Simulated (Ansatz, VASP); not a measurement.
**Cross-check of BaNaLaWO6 between VASP and Ansatz**

Aim: how closely do two programs agree when they are given the same cell, functional and k mesh? The cell is taken from a series of runs on this material, whose earlier steps may have relaxed, scaled, displaced or heated it; both programs get it as it stands.

Method: plane waves, with VASP 6.6.1 beside it; dielectric response at PBE, in Ansatz 0.2.0.

## Step 1: The starting structure

Symmetry: F-43m, No. 216, cubic system. The conventional cell has a = 8.647 Å, b = 8.647 Å, c = 8.647 Å, α = 90.00°, β = 90.00°, γ = 90.00°. Nearest to Na lie 12 O at 3.07 Å. Nearest to Ba lie 12 O at 3.07 Å. Nearest to La lie 6 O at 2.38 Å. W has 6 O at 1.94 Å nearest. O has 1 W at 1.94 Å and 1 La at 2.38 Å and 2 Ba at 3.07 Å and 2 Na at 3.07 Å nearest. Farther neighbours and most contacts between anions are not listed.

## Step 2: VASP: dielectric response, PBE

The response to a field tests empty states and converges slowly with the mesh.

Lines of VASP's logs that name or quote its potential files are left out, and so is its time.

The input, INCAR:

```
SYSTEM = BaNaLaWO6
PREC = Accurate
ENCUT = 520
EDIFF = 1E-08
NELM = 200
ISMEAR = 0
SIGMA = 0.01
LREAL = .FALSE.
ALGO = Normal
GGA = PE
NBANDS = 45
LASPH = .TRUE.
LORBIT = 11
LWAVE = .FALSE.
LCHARG = .FALSE.
ISIF = 2
LEPSILON = .TRUE.
GGA_COMPAT = .FALSE.
EFERMI = MIDGAP
LMAXMIX = 6
KPAR = 2
```

The input, POSCAR:

```
BaNaLaWO6
1.0
    0.0000000000      4.3237387100      4.3237387100
    4.3237387100      0.0000000000      4.3237387100
    4.3237387100      4.3237387100      0.0000000000
Na Ba La W O
1 1 1 1 6
Direct
    0.7500000000      0.7500000000      0.7500000000
    0.2500000000      0.2500000000      0.2500000000
    0.0000000000      0.0000000000      0.0000000000
    0.5000000000      0.5000000000      0.5000000000
    0.7244845028      0.2755154972      0.2755154972
    0.2755154972      0.7244845028      0.7244845028
    0.7244845028      0.7244845028      0.2755154972
    0.2755154972      0.2755154972      0.7244845028
    0.2755154972      0.7244845028      0.2755154972
    0.7244845028      0.2755154972      0.7244845028
```

The input, KPOINTS:

```
Automatic mesh
0
Gamma
4 4 4
0 0 0
```

The projector-augmented-wave data sets are Na_pv, Ba_sv, La, W and O (PBE family, release 64).

Run with:

```console
mpirun -np 2 vasp_std
```

Numbers of over 12 decimals in the logs are rounded to 6 here.

What it wrote:

```text
[banner, memory and clock lines left out]
running    2 mpi-ranks, on    1 nodes
 distrk:  each k-point on    1 cores,    2 groups
 distr:  one band on    1 cores,    1 groups

 POSCAR found type information on POSCAR NaBaLaW O
 POSCAR found :  5 types and      10 ions
 LDA part: xc-table for (Slater+PW92), standard interpolation
 POSCAR, INCAR and KPOINTS ok, starting setup
 FFT: planning ... GRIDC
 FFT: planning ... GRID_SOFT
 FFT: planning ... GRID
 WAVECAR not read
 entering main loop
       N       E                     dE             d eps       ncg     rms          rms(c)
DAV:   1     0.873741678163E+03    0.87374E+03   -0.31160E+04   808   0.199E+03
DAV:   2     0.112072213246E+03   -0.76167E+03   -0.69167E+03   814   0.482E+02
DAV:   3    -0.767038211603E+02   -0.18878E+03   -0.17593E+03  1031   0.209E+02
DAV:   4    -0.926285443793E+02   -0.15925E+02   -0.15835E+02  1043   0.641E+01
DAV:   5    -0.936324586464E+02   -0.10039E+01   -0.10028E+01  1355   0.151E+01    0.532E+01
DAV:   6    -0.772303688825E+02    0.16402E+02   -0.11921E+02  1032   0.426E+01    0.131E+01
DAV:   7    -0.769825674226E+02    0.24780E+00   -0.14123E+01  1168   0.244E+01    0.154E+01
DAV:   8    -0.768619904040E+02    0.12058E+00   -0.11789E+00  1200   0.693E+00    0.136E+00
DAV:   9    -0.768121084033E+02    0.49882E-01   -0.23326E-01  1136   0.298E+00    0.117E+00
DAV:  10    -0.768140455805E+02   -0.19372E-02   -0.61538E-02  1160   0.134E+00    0.386E-01
DAV:  11    -0.768127933863E+02    0.12522E-02   -0.16748E-02  1112   0.791E-01    0.162E-01
DAV:  12    -0.768126588115E+02    0.13457E-03   -0.30980E-03  1192   0.370E-01    0.407E-02
DAV:  13    -0.768126453803E+02    0.13431E-04   -0.24791E-04  1240   0.119E-01    0.606E-02
DAV:  14    -0.768126418344E+02    0.35459E-05   -0.58138E-05  1216   0.496E-02    0.969E-03
DAV:  15    -0.768126413535E+02    0.48094E-06   -0.48586E-06  1152   0.135E-02    0.649E-03
DAV:  16    -0.768126408921E+02    0.46142E-06   -0.32240E-06  1176   0.133E-02    0.252E-03
DAV:  17    -0.768126408088E+02    0.83278E-07   -0.34187E-07  1120   0.289E-03    0.548E-04
DAV:  18    -0.768126407909E+02    0.17879E-07   -0.17044E-08   752   0.983E-04    0.332E-04
DAV:  19    -0.768126408136E+02   -0.22673E-07   -0.96082E-09   656   0.829E-04    0.125E-04
DAV:  20    -0.768126408174E+02   -0.38344E-08   -0.88305E-09   675   0.759E-04
   1 F= -.76812641E+02 E0= -.76812641E+02  d E =0.000000E+00
 Linear response reoptimize wavefunctions to high precision
DAV:   1    -0.768126408147E+02    0.26830E-08   -0.28053E-09   632   0.563E-04
DAV:   2    -0.768126408150E+02   -0.20918E-09   -0.15341E-09   667   0.382E-04
DAV:   3    -0.768126408153E+02   -0.30195E-09   -0.97121E-10   624   0.325E-04
 Linear response G [H, r] |phi>, progress :
  Direction:   1
       N       E                     dE             d eps       ncg     rms
 LRF_COMMUTATOR internal error: the vector H(1)-e(1) S(1) |phi(0)> is not orthog
 onal to |phi(0)> (-1.631747787392869E-004,-3.456566630144486E-014)
 LRF_COMMUTATOR internal error: the vector H(1)-e(1) S(1) |phi(0)> is not orthog
 onal to |phi(0)> (1.134307671931262E-004,-4.705437428587089E-015)
 LRF_COMMUTATOR internal error: the vector H(1)-e(1) S(1) |phi(0)> is not orthog
 onal to |phi(0)> (-1.279502705066350E-004,-3.039669210780360E-015)
 LRF_COMMUTATOR internal error: the vector H(1)-e(1) S(1) |phi(0)> is not orthog
 onal to |phi(0)> (-1.332601338150904E-004,-1.743971720508108E-014)
 LRF_COMMUTATOR internal error: the vector H(1)-e(1) S(1) |phi(0)> is not orthog
 onal to |phi(0)> (-1.887769369246506E-004,-2.620299810462967E-014)
 LRF_COMMUTATOR internal error: the vector H(1)-e(1) S(1) |phi(0)> is not orthog
 onal to |phi(0)> (-1.559968125960237E-004,-6.973588373426765E-015)
RMM:   1    -0.269436838755E+03   -0.26944E+03    0.34631E+02  1624   0.200E+02
 LRF_COMMUTATOR internal error: the vector H(1)-e(1) S(1) |phi(0)> is not orthog
 onal to |phi(0)> (-1.389148852996462E-004,-2.624786671039515E-014)
 LRF_COMMUTATOR internal error: the vector H(1)-e(1) S(1) |phi(0)> is not orthog
 onal to |phi(0)> (1.803606217516407E-004,-1.894318035766673E-015)
 LRF_COMMUTATOR internal error: the vector H(1)-e(1) S(1) |phi(0)> is not orthog
 onal to |phi(0)> (-2.301046333383254E-004,-3.808558286452768E-014)
 LRF_COMMUTATOR internal error: the vector H(1)-e(1) S(1) |phi(0)> is not orthog
 onal to |phi(0)> (-1.343424560384807E-004,-4.165938427558302E-015)
 LRF_COMMUTATOR internal error: the vector H(1)-e(1) S(1) |phi(0)> is not orthog
 onal to |phi(0)> (-1.268679482757750E-004,-1.573096037113531E-014)
 LRF_COMMUTATOR internal error: the vector H(1)-e(1) S(1) |phi(0)> is not orthog
 onal to |phi(0)> (-1.887769369246506E-004,-2.620299810462967E-014)
 LRF_COMMUTATOR internal error: the vector H(1)-e(1) S(1) |phi(0)> is not orthog
 onal to |phi(0)> (-1.559968125960237E-004,-6.973588373426765E-015)
RMM:   2    -0.246504097385E+03    0.22933E+02   -0.12184E+02  1384   0.644E+01
[...]
RMM:   2    -0.131030291862E+01   -0.72651E+00   -0.44335E-01  1286   0.581E+00
RMM:   3    -0.154093454442E+01   -0.23063E+00   -0.79459E-01  1541   0.276E+00
RMM:   4    -0.158383152646E+01   -0.42897E-01   -0.14465E-01  1714   0.134E+00
RMM:   5    -0.160616527822E+01   -0.22334E-01   -0.75334E-02  1819   0.744E-01
[...]
RMM:   6    -0.173553811431E+01   -0.69479E-02   -0.17404E-01  3782   0.140E+00    0.263E-01
RMM:   7    -0.174939269368E+01   -0.13855E-01   -0.30961E-02  4082   0.525E-01    0.205E-01
RMM:   8    -0.175178302717E+01   -0.23903E-02   -0.83588E-03  4098   0.300E-01    0.876E-02
RMM:   9    -0.175243930222E+01   -0.65628E-03   -0.34683E-03  4234   0.177E-01    0.817E-02
RMM:  10    -0.175193996293E+01    0.49934E-03   -0.15849E-03  4173   0.135E-01    0.813E-02
RMM:  11    -0.175773248024E+01   -0.57925E-02   -0.24959E-03  3880   0.170E-01    0.423E-02
RMM:  12    -0.175800639305E+01   -0.27391E-03   -0.13152E-03  4191   0.109E-01    0.313E-02
RMM:  13    -0.175832428759E+01   -0.31789E-03   -0.11508E-03  3987   0.954E-02    0.188E-02
RMM:  14    -0.175833267278E+01   -0.83852E-05   -0.27750E-04  4036   0.824E-02    0.114E-02
[...]
RMM:  19    -0.175801887993E+01   -0.24532E-04   -0.53379E-05  3898   0.593E-02    0.223E-03
RMM:  20    -0.175807959216E+01   -0.60712E-04    0.19334E-05  3825   0.581E-02    0.150E-03
RMM:  21    -0.175804045949E+01    0.39133E-04   -0.47341E-05  3824   0.565E-02    0.310E-03
RMM:  22    -0.175813929126E+01   -0.98832E-04    0.80939E-05  3858   0.557E-02    0.112E-03
RMM:  23    -0.175813122250E+01    0.80688E-05    0.38710E-05  3817   0.545E-02    0.151E-03
RMM:  24    -0.175813793697E+01   -0.67145E-05    0.70274E-05  3823   0.538E-02    0.132E-03
RMM:  25    -0.175814183841E+01   -0.39014E-05    0.99237E-05  3823   0.534E-02    0.144E-03
RMM:  26    -0.175813964049E+01    0.21979E-05    0.13755E-05  3790   0.529E-02    0.148E-03
 change of polarisation eV/A/(eV/A) component  1 :     3.256     0.352     0.123
 dielectric tensor                  component  1 :     4.645     0.394     0.138
 Linear response to external field, progress :
  Direction:   2
       N       E                     dE             d eps       ncg     rms          rms(c)
RMM:   1    -0.622290897455E+00   -0.62229E+00   -0.40379E+00  1915   0.380E+01
RMM:   2    -0.143950967598E+01   -0.81722E+00    0.41921E-02  2844   0.651E+00    0.226E+00
RMM:   3    -0.159867448019E+01   -0.15916E+00   -0.19716E+00  3111   0.515E+00    0.117E+00
RMM:   4    -0.164954024665E+01   -0.50866E-01   -0.68013E-01  3629   0.210E+00    0.862E-01
RMM:   5    -0.172791102976E+01   -0.78371E-01   -0.24815E-01  3613   0.204E+00    0.648E-01
RMM:   6    -0.173422301372E+01   -0.63120E-02   -0.15656E-01  3797   0.137E+00    0.250E-01
RMM:   7    -0.174859207711E+01   -0.14369E-01   -0.24631E-02  4089   0.527E-01    0.207E-01
RMM:   8    -0.175162295771E+01   -0.30309E-02   -0.83121E-03  4116   0.302E-01    0.881E-02
RMM:   9    -0.175248201264E+01   -0.85905E-03   -0.35556E-03  4229   0.178E-01    0.792E-02
RMM:  10    -0.175158935990E+01    0.89265E-03   -0.15908E-03  4192   0.133E-01    0.887E-02
RMM:  11    -0.175759373883E+01   -0.60044E-02   -0.22668E-03  3930   0.181E-01    0.203E-02
RMM:  12    -0.175769778303E+01   -0.10404E-03   -0.19386E-03  4183   0.109E-01    0.115E-02
RMM:  13    -0.175767102848E+01    0.26755E-04   -0.41409E-04  4057   0.878E-02    0.866E-03
RMM:  14    -0.175770150313E+01   -0.30475E-04   -0.11280E-04  3882   0.854E-02    0.159E-02
[...]
RMM:  21    -0.175815890816E+01   -0.28281E-04   -0.26253E-04  3821   0.551E-02    0.860E-04
RMM:  22    -0.175816162510E+01   -0.27169E-05   -0.17605E-04  3801   0.535E-02    0.134E-03
RMM:  23    -0.175818557461E+01   -0.23950E-04   -0.19827E-04  3756   0.523E-02    0.153E-03
RMM:  24    -0.175817897451E+01    0.66001E-05   -0.12636E-04  3801   0.517E-02    0.172E-03
RMM:  25    -0.175818154829E+01   -0.25738E-05   -0.21396E-04  3798   0.511E-02    0.192E-03
RMM:  26    -0.175817722803E+01    0.43203E-05   -0.11212E-04  3793   0.507E-02    0.201E-03
RMM:  27    -0.175817367509E+01    0.35529E-05   -0.23084E-04  3795   0.503E-02    0.213E-03
RMM:  28    -0.175817719970E+01   -0.35246E-05   -0.90294E-05  3874   0.499E-02    0.215E-03
 change of polarisation eV/A/(eV/A) component  2 :     0.352     3.256     0.045
 dielectric tensor                  component  2 :     0.394     4.645     0.050
 Linear response to external field, progress :
  Direction:   3
       N       E                     dE             d eps       ncg     rms          rms(c)
RMM:   1    -0.622320013634E+00   -0.62232E+00   -0.40381E+00  1925   0.380E+01
RMM:   2    -0.143912379415E+01   -0.81680E+00    0.50075E-02  2844   0.651E+00    0.226E+00
RMM:   3    -0.159534499824E+01   -0.15622E+00   -0.19480E+00  3119   0.516E+00    0.117E+00
RMM:   4    -0.164917905798E+01   -0.53834E-01   -0.68554E-01  3616   0.210E+00    0.860E-01
RMM:   5    -0.172816918526E+01   -0.78990E-01   -0.25906E-01  3613   0.203E+00    0.642E-01
RMM:   6    -0.173572065690E+01   -0.75515E-02   -0.17101E-01  3794   0.137E+00    0.256E-01
RMM:   7    -0.174915268355E+01   -0.13432E-01   -0.28684E-02  4077   0.521E-01    0.200E-01
RMM:   8    -0.175176911098E+01   -0.26164E-02   -0.79648E-03  4101   0.298E-01    0.849E-02
RMM:   9    -0.175245435881E+01   -0.68525E-03   -0.34494E-03  4231   0.176E-01    0.792E-02
RMM:  10    -0.175187346576E+01    0.58089E-03   -0.10935E-03  4186   0.135E-01    0.804E-02
RMM:  11    -0.175778582428E+01   -0.59124E-02   -0.26420E-03  3875   0.169E-01    0.417E-02
RMM:  12    -0.175802693788E+01   -0.24111E-03   -0.16567E-03  4190   0.109E-01    0.306E-02
RMM:  13    -0.175825559577E+01   -0.22866E-03   -0.82762E-04  3985   0.946E-02    0.191E-02
RMM:  14    -0.175832884134E+01   -0.73246E-04   -0.38356E-04  4046   0.832E-02    0.112E-02
[...]
RMM:  19    -0.175800444739E+01   -0.36298E-04    0.35096E-05  3851   0.588E-02    0.277E-03
RMM:  20    -0.175797953455E+01    0.24913E-04    0.18115E-04  3801   0.573E-02    0.365E-03
RMM:  21    -0.175805865945E+01   -0.79125E-04    0.12574E-04  3806   0.563E-02    0.308E-03
RMM:  22    -0.175807511025E+01   -0.16451E-04    0.23463E-04  3815   0.549E-02    0.277E-03
RMM:  23    -0.175812750999E+01   -0.52400E-04    0.18459E-04  3901   0.543E-02    0.200E-03
RMM:  24    -0.175813219446E+01   -0.46845E-05    0.30983E-04  3828   0.533E-02    0.203E-03
RMM:  25    -0.175813880693E+01   -0.66125E-05    0.33522E-04  3792   0.526E-02    0.212E-03
RMM:  26    -0.175813015634E+01    0.86506E-05    0.25853E-04  3802   0.522E-02    0.221E-03
 change of polarisation eV/A/(eV/A) component  3 :     0.237     0.238     3.256
 dielectric tensor                  component  3 :     0.265     0.267     4.645
 Born effective charges drift removed
```

OUTCAR, selected parts (step 2):

```text
ion  position               nearest neighbor table
   1  0.750  0.750  0.750-
   2  0.250  0.250  0.250-   5 3.07   8 3.07   9 3.07   6 3.07   8 3.07  10 3.07   6 3.07   7 3.07
                             9 3.07   5 3.07   7 3.07  10 3.07   3 3.74   3 3.74   4 3.74   3 3.74
   3  0.000  0.000  0.000-   5 2.38   6 2.38   7 2.38   8 2.38   9 2.38  10 2.38   2 3.74   2 3.74
                             2 3.74   2 3.74
   4  0.500  0.500  0.500-   5 1.94   6 1.94   7 1.94   8 1.94   9 1.94  10 1.94   2 3.74   2 3.74
                             2 3.74   2 3.74
   5  0.724  0.276  0.276-   4 1.94   3 2.38   2 3.07   2 3.07
   6  0.276  0.724  0.724-   4 1.94   3 2.38   2 3.07   2 3.07
   7  0.724  0.724  0.276-   4 1.94   3 2.38   2 3.07   2 3.07
   8  0.276  0.276  0.724-   4 1.94   3 2.38   2 3.07   2 3.07
   9  0.276  0.724  0.276-   4 1.94   3 2.38   2 3.07   2 3.07
  10  0.724  0.276  0.724-   4 1.94   3 2.38   2 3.07   2 3.07

  LATTYP: Found a face centered cubic cell.
 ALAT       =     8.6474774200

 Subroutine GETGRP returns: Found 24 space group operations
 (whereof 24 operations were pure point group operations)

The static configuration has the point symmetry T_d .

 Found      8 irreducible k-points:

   k-points           NKPTS =      8   k-points in BZ     NKDIM =      8   number of bands    NBANDS=     45

   dimension x,y,z NGX =    48 NGY =   48 NGZ =   48
   dimension x,y,z NGXF=    96 NGYF=   96 NGZF=   96

   ENCUT  =  520.0 eV  38.22 Ry    6.18 a.u.  11.37 11.37 11.37*2*pi/ulx,y,z

   NELECT =      70.0000    total number of electrons

 k-points in reciprocal lattice and weights: Automatic mesh
   0.00000000  0.00000000  0.00000000       0.016
   0.25000000  0.00000000  0.00000000       0.125
   0.50000000  0.00000000  0.00000000       0.062
   0.25000000  0.25000000  0.00000000       0.094
   0.50000000  0.25000000  0.00000000       0.375
  -0.25000000  0.25000000  0.00000000       0.188
   0.50000000  0.50000000  0.00000000       0.047
  -0.25000000  0.50000000  0.25000000       0.094

 average (electrostatic) potential at core
       1 -46.2225       2 -35.8034       3 -98.3562       4 -43.9305       5 -70.9511
       6 -70.9511       7 -70.9511       8 -70.9511       9 -70.9511      10 -70.9511

  Total       -0.8087985     -0.8087985     -0.8087985     -0.0000000      0.0000000      0.0000000
  in kB       -8.0157210     -8.0157210     -8.0157210     -0.0000000      0.0000000      0.0000000
  external PRESSURE =      -8.0157210 kB  Pullay stress =       0.0000000 kB

  energy-cutoff  :      520.00
  volume of cell :      161.66
      direct lattice vectors                 reciprocal lattice vectors
     0.000000000  4.323738710  4.323738710    -0.115640660  0.115640660  0.115640660
     4.323738710  0.000000000  4.323738710     0.115640660 -0.115640660  0.115640660
     4.323738710  4.323738710  0.000000000     0.115640660  0.115640660 -0.115640660

 POSITION                                       TOTAL-FORCE (eV/Angst)
 -----------------------------------------------------------------------------------
      6.48561      6.48561      6.48561         0.000000      0.000000      0.000000
      2.16187      2.16187      2.16187         0.000000      0.000000      0.000000
      0.00000      0.00000      0.00000         0.000000      0.000000      0.000000
      4.32374      4.32374      4.32374         0.000000      0.000000      0.000000
      2.38251      4.32374      4.32374        -0.173869      0.000000      0.000000
      6.26496      4.32374      4.32374         0.173869      0.000000      0.000000
      4.32374      4.32374      6.26496         0.000000      0.000000      0.173869
      4.32374      4.32374      2.38251         0.000000      0.000000     -0.173869
      4.32374      2.38251      4.32374         0.000000     -0.173869      0.000000
      4.32374      6.26496      4.32374         0.000000      0.173869      0.000000
 -----------------------------------------------------------------------------------
    total drift:                               -0.000000     -0.000000     -0.000000

 MACROSCOPIC STATIC DIELECTRIC TENSOR (including local field effects in DFT)
 ------------------------------------------------------
           4.644857    -0.000000     0.000000
           0.000000     4.644857    -0.000000
          -0.000000     0.000000     4.644857
 ------------------------------------------------------

 PIEZOELECTRIC TENSOR (including local field effects)  for field in x, y, z        (C/m^2)
          XX          YY          ZZ          XY          YZ          ZX
  --------------------------------------------------------------------------------
  x     0.00000     0.00000    -0.00000     0.00000    -0.09956    -0.00000
  y     0.00000    -0.00000    -0.00000     0.00000     0.00000    -0.09956
  z    -0.00000     0.00000    -0.00000    -0.09956    -0.00000    -0.00000

 BORN EFFECTIVE CHARGES (including local field effects) (in |e|, cummulative output)
 ---------------------------------------------------------------------------------
 ion    1
    1     1.21203     0.00000     0.00000
    2    -0.00000     1.21203    -0.00000
    3     0.00000     0.00000     1.21203
 ion    2
    1     2.72603     0.00000     0.00000
    2    -0.00000     2.72603     0.00000
    3     0.00000    -0.00000     2.72603
 ion    3
    1     5.39599     0.00000     0.00000
    2    -0.00000     5.39599     0.00000
    3     0.00000     0.00000     5.39599
 ion    4
    1     8.22338     0.00000     0.00000
    2     0.00000     8.22338    -0.00000
    3     0.00000    -0.00000     8.22338
 ion    5
    1    -5.53657    -0.00000     0.00000
    2     0.00000    -1.62107    -0.22416
    3    -0.00000    -0.22416    -1.62107
 ion    6
    1    -5.53657     0.00000    -0.00000
    2     0.00000    -1.62107     0.22416
    3     0.00000     0.22416    -1.62107
 ion    7
    1    -1.62107     0.22416     0.00000
    2     0.22416    -1.62107     0.00000
    3    -0.00000    -0.00000    -5.53657
 ion    8
    1    -1.62107    -0.22416    -0.00000
    2    -0.22416    -1.62107    -0.00000
    3     0.00000    -0.00000    -5.53657
 ion    9
    1    -1.62107     0.00000    -0.22416
    2    -0.00000    -5.53657     0.00000
    3    -0.22416    -0.00000    -1.62107
 ion   10
    1    -1.62107    -0.00000     0.22416
    2    -0.00000    -5.53657     0.00000
    3     0.22416    -0.00000    -1.62107
```

This run has no spin polarisation, so a moment on W, if there is one, isn't seen. The dielectric response converges more slowly with the mesh than energies do, so tensor and charges may still move on a finer one. Harder data sets than Ba_sv exist (the GW ones), and pressures, volumes and forces can shift noticeably with them. The data set W keeps the semicore shell frozen, which is cheaper and a little less accurate.

(Continued in part 2 of 2.)

[Lines on the potential files, build, host, timing and source positions are cut from VASP's logs without a mark.]

[Logs are printed without paths, hosts, clocks, repeated set-up lines and the standing remarks that a program may print on its own settings, such as how far it seeks lower states.]

[Hosts, paths, dates, database ids (printed as entryN), source tags and the programs' standing remarks are cut or masked in the printed files.]
